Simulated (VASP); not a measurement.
Input:

```
Ni3Si
1.0
    3.48684     0.00000     0.00000
    0.00000     3.48684     0.00000
    0.00000     0.00000     3.48684
Si Ni
1 3
Cartesian
  0.00000   0.00000   0.00000
  0.00000   1.74342   1.74342
  1.74342   0.00000   1.74342
  1.74342   1.74342   0.00000
```

Method: optB86b-vdW, VASP's PBE PAW potentials (set 64) (plane waves; VASP). Run with 520 eV cut-off, 8×8×8 Γ-centred mesh, first-order Methfessel-Paxton smearing of 0.10 eV, potentials Si Ni.

Question: Estimate the energy per atom (σ→0), band gap (on the k-mesh) with the smallest direct gap where there is one.

Answer: 
```yaml
band gap (on the k-mesh): none (metal, semimetal or under 0.01 eV)
energy per atom (σ→0): -3.710 eV/atom
```

The compound is Ni3Si in the L1_2 structure. It was relaxed first. The start is the result of an earlier pass. The run is not spin-polarised, so no magnetic state was tried.
